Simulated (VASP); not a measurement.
Consider the following.

```
Al
1.0
    0.00000     1.99933     1.99933
    1.99933     0.00000     1.99933
    1.99933     1.99933     0.00000
Al
1
Direct
  0.00000   0.00000   0.00000
```

Computed with vdW-DF2, VASP's PBE PAW potentials (set 64) (plane waves; VASP). Run with 520 eV cut-off, 15×15×15 Γ-centred mesh, first-order Methfessel-Paxton smearing of 0.10 eV, potentials Al.

Q: Give the stress tensor in GPa (positive for a compressed cell).

A: 
```
4.49  0.00  0.00
0.00  4.49  0.00
0.00  0.00  4.49
```
The pressure is its mean diagonal, 4.49 GPa.

The compound is Al in the fcc structure. This cell is one point of a volume scan, at 0.94 of the reference volume.
